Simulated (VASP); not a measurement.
# SiN: structure and properties in VASP, part 2 of 2

Aim: relax SiN, then compute properties on the relaxed cell. The cell is invented: it takes the structure of a Materials Project entry for ZrN (space group 164 there), with some of its atoms replaced by other elements, volume scaled by an estimate. It may not be a known or stable phase.

VASP 6.6.1, plane waves and PAW; the level of theory is named at each step.

So far. Step 5 (Band structure (LDA)): Of the bands kept, 2 cross the Fermi level on this path. Step 6 (Total and projected DOS (LDA)): The finer mesh and the other smearing move the Fermi level by +0.00 eV from the 11×11×5 run, a small shift, which tests the Fermi level alone. Of the states within 0.3 eV of the Fermi level, the largest shares in the PAW spheres are Si p 17 %, N p 16 % and Si s 15 %. The rest lies in smaller channels or between the spheres.

## (7) Optical spectrum (LDA)

LOPTICS sums transitions from filled to empty bands. NBANDS is raised for it.

Contents of INCAR:

```
SYSTEM = SiN
PREC = Accurate
ENCUT = 520
EDIFF = 1E-06
NELM = 100
ISMEAR = 0
SIGMA = 0.05
LREAL = .FALSE.
ALGO = Normal
GGA = CA
NBANDS = 41
LORBIT = 11
LWAVE = .FALSE.
LCHARG = .FALSE.
KPAR = 2
LOPTICS = .TRUE.
NEDOS = 1500
CSHIFT = 0.1
```

Contents of POSCAR:

```
SiN
1.0
    2.7096700738      0.0000000000      0.0000000000
   -1.3548350369      2.3466431169      0.0000000000
    0.0000000000      0.0000000000      5.2455828820
Si N
2 2
Direct
    0.6666666670      0.3333333330      0.7500000000
    0.3333333330      0.6666666670      0.2500000000
    0.0000000000      0.0000000000      0.0000000000
    0.0000000000      0.0000000000      0.5000000000
```

Contents of KPOINTS:

```
Automatic mesh
0
Gamma
17 17 8
0 0 0
```

The projector-augmented-wave data sets are Si and N (LDA family, release 64).

The run is started by

```console
mpirun -np 2 vasp_std
```

Wall time 39 s (2 MPI ranks of Intel Xeon 6975P-C (Granite Rapids), shared host); peak memory 0.69 GiB; 75 s of CPU time.

These are independent-particle spectra without excitons or local fields, and fine structure depends on the mesh and on CSHIFT. The intraband (Drude) part is not in this spectrum.

Numbers from this step:

```
bands                   : 41
free energy (TOTEN)     : -29.46 eV
energy at zero smearing : -29.45 eV
pressure                : -1.172 GPa
```

The imaginary dielectric function has structure finer than the step of the table below, so its rows give means over 0.5 eV, whole bins alone (the curve runs from 0 to 25.0 eV). Peaks (eV: height): xx 0.27: 65.7, 7.33: 12.7; zz 0.27: 5.91, 1.59: 31.6, 2.41: 10.7, 4.87: 9.64, 7.01: 11.6.

Imaginary dielectric function against photon energy; means over each step:

```
photon energy (eV)     xx     zz
               0.5   21.9   2.19
               1.0   2.56   1.96
               1.5   4.11   19.6
               2.0   5.72   10.4
               2.5   5.82   6.99
               3.0   6.83   2.40
               3.5   6.54   1.42
               4.0   4.53   2.52
               4.5   3.18   5.05
               5.0   3.80   7.00
               5.5   5.25   8.56
               6.0   8.47   8.08
               6.5   10.7   9.02
               7.0   10.8   9.85
               7.5   11.2   7.55
               8.0   9.96   7.04
               8.5   10.5   5.06
               9.0   8.60   4.74
               9.5   5.81   4.75
              10.0   5.22   4.67
              10.5   6.13   4.64
              11.0   4.36   4.45
              11.5   3.31   3.28
              12.0   2.91   3.47
              12.5   2.83   3.65
              13.0   2.65   2.90
              13.5   2.87   2.77
              14.0   2.84   2.15
              14.5   2.32   2.27
              15.0   2.03   1.89
              15.5   1.90   1.36
              16.0   1.77   1.21
              16.5   1.43  0.995
              17.0   1.32  0.997
              17.5   1.06  0.990
              18.0  0.908  0.777
              18.5  0.876  0.636
              19.0  0.807  0.778
              19.5  0.680  0.580
              20.0  0.630  0.473
              20.5  0.589  0.468
              21.0  0.508  0.454
              21.5  0.416  0.389
              22.0  0.412  0.406
              22.5  0.356  0.395
              23.0  0.314  0.340
              23.5  0.295  0.259
              24.0  0.266  0.264
              24.5  0.254  0.244
```

Table of real dielectric function by photon energy:

```
photon energy (eV)       xx        zz
                 0     66.3      18.9
                 1     6.77      17.9
                 2     8.09     0.299
                 3     9.08      3.19
                 4     5.43      7.78
                 5     7.63      4.65
                 6     8.27      3.28
                 7     5.11      1.56
                 8     2.03    0.0934
                 9    -3.43    -0.268
                10    -1.44    -0.697
                11    -2.94     -1.53
                12    -1.41    -0.130
                13    -1.23     -1.41
                14    -1.48     -1.42
                15    -1.35     -1.45
                16    -1.26     -1.13
                17    -1.16    -0.632
                18   -0.970    -0.851
                19   -0.699    -0.517
                20   -0.594    -0.300
                21   -0.470    -0.163
                22   -0.249   -0.0287
                23   -0.172  -0.00111
                24  -0.0320     0.123
```

At these settings, which differ from those of the relaxation, the cell is under a tension of 1.2 GPa.

## (8) Volume scan with LDA, volume scale 0.94

An equation of state needs energies on both sides of the minimum, all on one mesh and cutoff.

Edit INCAR of step 7 so:

```diff
@@ -10,3 +10,3 @@
 GGA = CA
-NBANDS = 41
+NBANDS = 15
 LORBIT = 11
@@ -15,4 +15,2 @@
 KPAR = 2
-LOPTICS = .TRUE.
-NEDOS = 1500
-CSHIFT = 0.1
+ISIF = 2
```

Contents of POSCAR:

```
SiN
1.0
    2.6543551635      0.0000000000      0.0000000000
   -1.3271775817      2.2987389994      0.0000000000
    0.0000000000      0.0000000000      5.1385001233
Si N
2 2
Direct
    0.6666666670      0.3333333330      0.7500000000
    0.3333333330      0.6666666670      0.2500000000
    0.0000000000      0.0000000000      0.0000000000
    0.0000000000      0.0000000000      0.5000000000
```

Contents of KPOINTS:

```
Automatic mesh
0
Gamma
11 11 5
0 0 0
```

The run is started by

```console
mpirun -np 2 vasp_std
```

The job ended after 5 s (2 MPI ranks; peak memory 0.24 GiB).

The scan keeps the cell's shape and the fractional positions fixed.

This step gave:

```yaml
bands: 15
irreducible_k_points: 48
free_energy_toten: -29.35 eV
energy_at_zero_smearing: -29.35 eV
fermi_energy: 14.79 eV
pressure: 13.55 GPa
```

The pressure here is 13.55 GPa.

## (9) Volume scan with LDA, volume scale 0.96

INCAR is that of step 8.

Contents of POSCAR:

```
SiN
1.0
    2.6730484214      0.0000000000      0.0000000000
   -1.3365242107      2.3149278356      0.0000000000
    0.0000000000      0.0000000000      5.1746879362
Si N
2 2
Direct
    0.6666666670      0.3333333330      0.7500000000
    0.3333333330      0.6666666670      0.2500000000
    0.0000000000      0.0000000000      0.0000000000
    0.0000000000      0.0000000000      0.5000000000
```

KPOINTS is that of step 8.

The run is started by

```console
mpirun -np 2 vasp_std
```

It took 5 s on 2 MPI ranks; peak memory 0.25 GiB; 8.8 s of CPU time.

Numbers from this step:

```yaml
free_energy_toten: -29.39 eV
energy_at_zero_smearing: -29.39 eV
fermi_energy: 14.39 eV
pressure: 8.525 GPa
```

The pressure falls from 13.55 to 8.53 GPa.

The run ends at a pressure of 8.53 GPa.

## (10) Volume scan with LDA, volume scale 0.98

INCAR is that of step 9.

Contents of POSCAR:

```
SiN
1.0
    2.6914838206      0.0000000000      0.0000000000
   -1.3457419103      2.3308933597      0.0000000000
    0.0000000000      0.0000000000      5.2103765670
Si N
2 2
Direct
    0.6666666670      0.3333333330      0.7500000000
    0.3333333330      0.6666666670      0.2500000000
    0.0000000000      0.0000000000      0.0000000000
    0.0000000000      0.0000000000      0.5000000000
```

KPOINTS is that of step 9.

The run is started by

```console
mpirun -np 2 vasp_std
```

Elapsed: 6.4 s, on 2 MPI ranks; peak memory 0.24 GiB; 12 s of CPU time.

The pressure falls from 8.53 to 4.06 GPa.

The run ends at a pressure of 4.06 GPa.

## (11) Volume scan with LDA, volume scale 1

INCAR is that of step 10.

Contents of POSCAR:

```
SiN
1.0
    2.7096700738      0.0000000000      0.0000000000
   -1.3548350369      2.3466431169      0.0000000000
    0.0000000000      0.0000000000      5.2455828820
Si N
2 2
Direct
    0.6666666670      0.3333333330      0.7500000000
    0.3333333330      0.6666666670      0.2500000000
    0.0000000000      0.0000000000      0.0000000000
    0.0000000000      0.0000000000      0.5000000000
```

KPOINTS is that of step 10.

The run is started by

```console
mpirun -np 2 vasp_std
```

It took 5 s on 2 MPI ranks; peak memory 0.24 GiB.

The pressure falls from 4.06 to -0.11 GPa, so it vanishes between these two volumes.

## (12) Volume scan with LDA, volume scale 1.02

INCAR is that of step 11.

Contents of POSCAR:

```
SiN
1.0
    2.7276154317      0.0000000000      0.0000000000
   -1.3638077159      2.3621842527      0.0000000000
    0.0000000000      0.0000000000      5.2803228539
Si N
2 2
Direct
    0.6666666670      0.3333333330      0.7500000000
    0.3333333330      0.6666666670      0.2500000000
    0.0000000000      0.0000000000      0.0000000000
    0.0000000000      0.0000000000      0.5000000000
```

KPOINTS is that of step 11.

The run is started by

```console
mpirun -np 2 vasp_std
```

It took 5 s on 2 MPI ranks; peak memory 0.24 GiB.

The pressure falls from -0.11 to -4.24 GPa.

The run ends at a pressure of -4.24 GPa.

## (13) Volume scan with LDA, volume scale 1.04

INCAR is that of step 12.

Contents of POSCAR:

```
SiN
1.0
    2.7453277165      0.0000000000      0.0000000000
   -1.3726638583      2.3775235413      0.0000000000
    0.0000000000      0.0000000000      5.3146116254
Si N
2 2
Direct
    0.6666666670      0.3333333330      0.7500000000
    0.3333333330      0.6666666670      0.2500000000
    0.0000000000      0.0000000000      0.0000000000
    0.0000000000      0.0000000000      0.5000000000
```

KPOINTS is that of step 12.

The run is started by

```console
mpirun -np 2 vasp_std
```

Elapsed: 4.4 s, on 2 MPI ranks; peak memory 0.25 GiB.

The pressure falls from -4.24 to -8.02 GPa.

The run ends at a pressure of -8.02 GPa.

## (14) Volume scan with LDA, volume scale 1.06

A prediction first. A parabola through the 6 pressures of evenly scaled cells so far, P = -0.21 -207.5 t +224 t² GPa with t = ln(V/V₁) and V₁ the volume at scale 1, gives -11.54 GPa at t = +0.0583.

INCAR is that of step 13.

Contents of POSCAR:

```
SiN
1.0
    2.7628143518      0.0000000000      0.0000000000
   -1.3814071759      2.3926674116      0.0000000000
    0.0000000000      0.0000000000      5.3484635676
Si N
2 2
Direct
    0.6666666670      0.3333333330      0.7500000000
    0.3333333330      0.6666666670      0.2500000000
    0.0000000000      0.0000000000      0.0000000000
    0.0000000000      0.0000000000      0.5000000000
```

KPOINTS is that of step 13.

The run is started by

```console
mpirun -np 2 vasp_std
```

It took 5.2 s on 2 MPI ranks; peak memory 0.26 GiB.

The pressure falls from -8.02 to -11.21 GPa. The parabola predicted -11.54 GPa, -0.33 GPa off.

## (15) Comparing the runs

Times are for 2 MPI ranks of Intel Xeon 6975P-C (Granite Rapids), shared host. The series side by side:

```
no.  volume scale  energy above the lowest point (meV/atom)  pressure (GPa)   time  memory (GiB)
  1          0.94                                     20.31           13.55    5 s          0.24
  2          0.96                                      8.89           8.525    5 s          0.25
  3          0.98                                      2.22           4.058  6.4 s          0.24
  4             1                                         0         -0.1057    5 s          0.24
  5          1.02                                      2.09          -4.238    5 s          0.24
  6          1.04                                      8.38          -8.025  4.4 s          0.25
  7          1.06                                     18.36          -11.21  5.2 s          0.26
```

## (16) Fit for LDA

This step: Birch-Murnaghan fit, LDA; plane waves and PAW; invented cell (VASP 6.6.1).

No new run; the numbers come from the runs before.

The fit is poor or the pressure derivative of its modulus unusual (most solids lie near 4 to 5), which can come from the mesh or from a state that changes along the scan.

This step gave:

```yaml
pressure_derivative_of_the_bulk_modulus: 1.560
r_m_s_error_of_the_fit: 2.82e-5 eV/atom
minimum_inside_the_sampled_range: yes
bulk_modulus: 206.3 GPa
equilibrium_volume_of_the_fit: 8.338 Å³/atom
```

Table of energy above the fitted minimum by volume:

```
volume (Å³/atom)  energy above the fitted minimum (eV/atom)
           7.838                                     0.0203
           8.005                                    0.00887
           8.172                                    0.00220
           8.339                                    -1.7e-5
           8.505                                    0.00208
           8.672                                    0.00836
           8.839                                     0.0183
```

The fitted volume lies -0.00 % from the relaxed one.

## (17) Vibrations at Γ (LDA)

This step: LDA; plane waves and PAW (Si, N); invented cell (VASP 6.6.1).

Zone-centre modes test whether the atoms sit at a minimum within this cell. IBRION = 8 takes the force constants from linear response, which needs tightly converged orbitals.

Contents of INCAR:

```
SYSTEM = SiN
PREC = Accurate
ENCUT = 520
EDIFF = 1E-08
NELM = 100
ISMEAR = 1
SIGMA = 0.2
LREAL = .FALSE.
ALGO = Normal
GGA = CA
NBANDS = 15
LORBIT = 11
LWAVE = .FALSE.
LCHARG = .FALSE.
KPAR = 2
IBRION = 8
ISIF = 2
```

Contents of POSCAR:

```
SiN
1.0
    2.7096700738      0.0000000000      0.0000000000
   -1.3548350369      2.3466431169      0.0000000000
    0.0000000000      0.0000000000      5.2455828820
Si N
2 2
Direct
    0.6666666670      0.3333333330      0.7500000000
    0.3333333330      0.6666666670      0.2500000000
    0.0000000000      0.0000000000      0.0000000000
    0.0000000000      0.0000000000      0.5000000000
```

Contents of KPOINTS:

```
Automatic mesh
0
Gamma
16 16 8
0 0 0
```

The run is started by

```console
mpirun -np 2 vasp_std
```

The job ended after 3.3 min (2 MPI ranks; peak memory 1.3 GiB; 6.6 min of CPU time).

Energies printed during the response cycles are not total energies of the cell.

Numbers from this step:

```yaml
irreducible_k_points: 150
pressure_of_the_cell: -0.9754 GPa
largest_force_of_the_cell: 0 eV/Å
fermi_energy: 13.65 eV
```

Modes at Γ, with each element's share of the kinetic energy (negative means imaginary):

```
mode  frequency (cm⁻¹)  symmetry  Si %  N %
   1            -387.4        Bu     0  100
   2            -268.3       A2u    33   67
   3            -213.3       E1u    33   67
   4            -213.3       E1u    33   67
   5               0.1  acoustic    67   33
   6               0.1  acoustic    67   33
   7               0.1  acoustic    67   33
   8             124.2       E2g   100    0
   9             124.2       E2g   100    0
  10             195.2       E2u     0  100
  11             195.2       E2u     0  100
  12             699.9        Bg   100    0
```

Displacements in mode 1 (-387.4 cm⁻¹), the largest set to 1:
```
Si1  0.00  0.00  0.00
Si2  0.00  0.00  0.00
N3   0.00  0.00 -1.00
N4   0.00  0.00  1.00
```

Displacements in mode 2 (-268.3 cm⁻¹), the largest set to 1:
```
Si1  0.00  0.00 -0.50
Si2  0.00  0.00 -0.50
N3   0.00  0.00  1.00
N4   0.00  0.00  1.00
```

The three acoustic modes lie within 0.1 cm⁻¹ of zero, but 4 optical modes are imaginary, so the cell is a saddle point and not a minimum. By the characters of their eigenvectors the optical modes sort into (cm⁻¹) Raman active: E2g 124; infrared active: A2u 268i, E1u 213i; silent: Bu 387i, E2u 195, Bg 700. B labels carry no number here, since it depends on the setting of the axes. With a centre of inversion no mode is active in both.

## (18) Bands along the symmetry lines (r2SCAN)

This step: r2SCAN; plane waves and PAW (Si, N); invented cell (VASP 6.6.1).

Levels along the symmetry lines show where the bands peak and cross; KPOINTS_OPT computes them in the converged potential. r2SCAN adds the kinetic-energy density, costs more than a GGA and is run with LASPH.

Contents of INCAR:

```
SYSTEM = SiN
PREC = Accurate
ENCUT = 520
EDIFF = 1E-06
NELM = 100
ISMEAR = 0
SIGMA = 0.05
LREAL = .FALSE.
ALGO = Normal
METAGGA = R2SCAN
LASPH = .TRUE.
NBANDS = 23
LORBIT = 11
LWAVE = .FALSE.
LCHARG = .FALSE.
KPAR = 2
```

POSCAR is that of step 17.

Contents of KPOINTS:

```
Automatic mesh
0
Gamma
11 11 5
0 0 0
```

Contents of KPOINTS_OPT:

```
Line mode
16
Line-mode
Reciprocal
  0.00000000   0.00000000   0.00000000 GAMMA
  0.50000000   0.00000000   0.00000000 M

  0.50000000   0.00000000   0.00000000 M
  0.33333333   0.33333333   0.00000000 K

  0.33333333   0.33333333   0.00000000 K
  0.00000000   0.00000000   0.00000000 GAMMA

  0.00000000   0.00000000   0.00000000 GAMMA
  0.00000000   0.00000000   0.50000000 A

  0.00000000   0.00000000   0.50000000 A
  0.50000000   0.00000000   0.50000000 L

  0.50000000   0.00000000   0.50000000 L
  0.33333333   0.33333333   0.50000000 H

  0.33333333   0.33333333   0.50000000 H
  0.00000000   0.00000000   0.50000000 A

  0.50000000   0.00000000   0.50000000 L
  0.50000000   0.00000000   0.00000000 M

  0.33333333   0.33333333   0.00000000 K
  0.33333333   0.33333333   0.50000000 H
```

The run is started by

```console
mpirun -np 2 vasp_std
```

The job ended after 63 s (2 MPI ranks; peak memory 0.34 GiB; 2.1 min of CPU time).

The PAW data sets were made with LDA, a small mismatch for this functional. At this level the cell is under a pressure of 2.1 GPa, so at these settings it is away from equilibrium.

Numbers from this step:

```
bands                   : 23
irreducible k-points    : 48
free energy (TOTEN)     : -118.3728 eV
energy at zero smearing : -118.3713 eV
Fermi energy            : 14.00 eV
pressure                : 2.107 GPa
```

Electronic bands along the path, in eV, zero at the Fermi level; # counts the bands kept:

```
          point     #4     #5     #6     #7    #8    #9   #10   #11
              Γ  -2.94  -2.94  -2.36   4.69  5.49  6.27  6.91  6.91
0.47 of the way  -5.23  -3.78  -0.60  -0.10  3.52  6.16  6.44  6.98
              M  -5.83  -4.63  -4.10  -0.26  3.78  4.15  4.60  6.41
0.47 of the way  -6.19  -5.36  -3.99   0.04  1.99  5.11  5.77  6.56
              K  -8.72  -3.83  -3.68  -3.68  5.06  5.13  5.13  8.43
0.47 of the way  -5.16  -4.71  -1.67   0.47  2.30  4.05  7.18  8.98
              Γ  -2.94  -2.94  -2.36   4.69  5.49  6.27  6.91  6.91
0.47 of the way  -3.13  -3.13  -0.69   3.45  6.66  6.84  7.19  7.19
              A  -3.63  -3.63   1.60   1.60  7.64  7.64  8.14  8.14
0.47 of the way  -4.62  -4.62   1.87   1.87  3.52  3.52  8.15  8.15
              L  -5.58  -5.58  -1.48  -1.48  1.50  1.50  7.36  7.36
0.47 of the way  -7.49  -7.49  -1.14  -1.14  2.46  2.46  6.55  6.55
              H  -7.59  -7.59  -0.52  -0.52  1.33  1.33  8.79  8.79
0.53 of the way  -5.69  -5.69   1.62   1.62  4.15  4.15  6.34  6.34
              A  -3.63  -3.63   1.60   1.60  7.64  7.64  8.14  8.14
      jump to L  -5.58  -5.58  -1.48  -1.48  1.50  1.50  7.36  7.36
0.53 of the way  -5.44  -4.91  -4.54   0.31  2.05  3.03  5.29  7.54
              M  -5.83  -4.63  -4.10  -0.26  3.78  4.15  4.60  6.41
      jump to K  -8.72  -3.83  -3.68  -3.68  5.06  5.13  5.13  8.43
0.53 of the way  -9.54  -5.29  -2.31  -2.31  3.36  3.36  6.57  8.67
              H  -7.59  -7.59  -0.52  -0.52  1.33  1.33  8.79  8.79
```

Of the projections kept (Si, N), the largest for each band there; the rest of the weight can lie on other orbitals:

```
point       #4      #5       #6       #7       #8       #9      #10      #11
    Γ   N 1.00  N 1.00   N 0.56   N 0.76   N 0.53   N 0.82  Si 1.00  Si 1.00
    M  Si 1.00  N 1.00   N 0.98  Si 0.68   N 0.67  Si 0.89  Si 1.00  Si 0.55
    K   N 0.77  N 1.00  Si 1.00  Si 1.00  Si 0.61   N 0.66   N 0.66  Si 0.74
    Γ   N 1.00  N 1.00   N 0.56   N 0.76   N 0.53   N 0.82  Si 1.00  Si 1.00
    A   N 0.96  N 0.96   N 0.68   N 0.68   N 0.73   N 0.73  Si 0.99  Si 0.99
    L   N 0.85  N 0.85  Si 0.75  Si 0.75  Si 0.65  Si 0.65  Si 0.80  Si 0.80
```

There is no gap at this level.

## (19) What came out

```
relaxed volume                            : 8.339 Å³/atom
relaxed conventional cell a, b, c         : 2.710, 2.710, 5.246 Å; angles 90.0, 90.0, 120.0°
space group after relaxing, within 0.02 Å : P6_3/mmc (No. 194)
band gap                                  : none, a metal
DOS at the Fermi level                    : 0.851 states/eV/cell
highest zone-centre mode                  : 700 cm⁻¹
imaginary zone-centre modes               : 4, down to 387i cm⁻¹
band gap (r2SCAN)                         : none, a metal
```

In words: With LDA, SiN relaxes to 8.339 Å³/atom in space group P6_3/mmc (held by the symmetry of the run) and comes out as a metal. Band structure (LDA): Of the bands kept, 2 cross the Fermi level on this path. Vibrations at Γ (LDA): The highest mode in this list at Γ, 699.9 cm⁻¹, is mostly motion of Si (100 % of the kinetic energy). 4 modes are imaginary, down to 387.4i cm⁻¹: the energy falls along them. Bands along the symmetry lines (r2SCAN): Of the bands kept, 2 cross the Fermi level on this path. The other levels ran on the cell relaxed with LDA, and without spin-orbit coupling unless named. Imaginary modes at Γ mean that the cell would distort to a lower symmetry. No search among competing phases was made. All values are for a static lattice at zero temperature.

[Lines on the potential files, build, host, timing and source positions are cut from VASP's logs without a mark.]

[Logs are printed without paths, hosts, clocks, repeated set-up lines and the standing remarks that a program may print on its own settings, such as how far it seeks lower states.]

[Hosts, paths, dates, database ids (printed as entryN), source tags and the programs' standing remarks are cut or masked in the printed files.]

[A measured line is paired with the nearest computed mode of its activity, which favours agreement.]
